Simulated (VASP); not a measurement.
Here is the system:

```xyz
3
Lattice="-1.6154 1.6342 3.9651 1.6154 -1.6342 3.9651 1.6154 1.6342 -3.9651" Properties=species:S:1:pos:R:3 pbc="T T T"
Si     0.0000     0.0000     5.2735
Si     0.0000     0.0000     2.6566
W      0.0536     0.0000     0.0000
```

Calculation: PBE GGA, VASP's PBE PAW potentials (set 64) (plane waves; VASP 6.6.1). Run with LREAL = Auto, 400 eV cut-off, 12×12×12 Γ-centred mesh, first-order Methfessel-Paxton smearing of 0.10 eV, potentials Si W_sv.

Problem. Which forces act on the atoms, in eV/Å?

Solution. 
```
atom      Fx     Fy      Fz
----  ------  -----  ------
Si1    0.249  0.000   0.052
Si2    0.249  0.000  -0.052
W3    -0.499  0.000   0.000
```

Problem. Give the stress tensor in GPa (positive for a compressed cell).

Solution. 
```
-2.07   0.00   0.00
 0.00  -5.30   0.00
 0.00   0.00  -4.81
```
The pressure is its mean diagonal, -4.06 GPa.

The compound is WSi2 in the MoSi2 type structure. The cell was not relaxed at this level. The run is one of a series of settings (LREAL = Auto against the base run), some of them coarse on purpose.
